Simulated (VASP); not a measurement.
Given:

```
Hf3NbN4
1.0
    4.46342     0.00000     0.00000
    0.00000     4.46342     0.00000
    0.00000     0.00000     4.46342
Nb N Hf
1 4 3
Cartesian
  0.00000   0.00000   0.00000
  2.23171   2.23171   2.23171
  0.00000   0.00000   2.23171
  0.00000   2.23171   0.00000
  2.23171   0.00000   0.00000
  2.23171   2.23171   0.00000
  2.23171   0.00000   2.23171
  0.00000   2.23171   2.23171
```

Computed with PBEsol GGA, VASP's PBE PAW potentials (set 64) (plane waves; VASP 6.6.1). Numerical set-up: 520 eV cut-off, Gaussian smearing of 0.050 eV, potentials Nb_sv N Hf_pv.

Problem. Give the energies of bands 23 to 36 at the high-symmetry points, in eV from the Fermi level.

Solution. 
```tsv
band	Γ	X	M	R
23	-4.23	-5.59	-6.03	-6.67
24	-3.75	-5.58	-6.03	-6.40
25	-3.75	-5.58	-6.00	-6.40
26	-3.75	-3.95	-5.52	-6.40
27	-3.66	-3.95	-5.50	-6.34
28	-3.66	-3.93	-5.50	-6.34
29	-3.66	-3.93	-5.39	-6.34
30	-3.04	-3.15	0.55	1.66
31	-3.04	-2.57	0.55	1.66
32	-3.04	0.33	1.61	1.66
33	-0.83	0.33	1.83	3.53
34	-0.83	1.17	1.86	3.59
35	-0.83	1.17	2.03	3.62
36	1.00	1.36	2.07	3.74
```

It has no gap at this level: it comes out as a metal or semimetal.

The structure was generated: Hf3NbN4 was put into an ordered model structure (Pm-3m), which need not be its known phase. It was relaxed first. The electron count is odd and the run is not spin-polarised, which forces a metal.
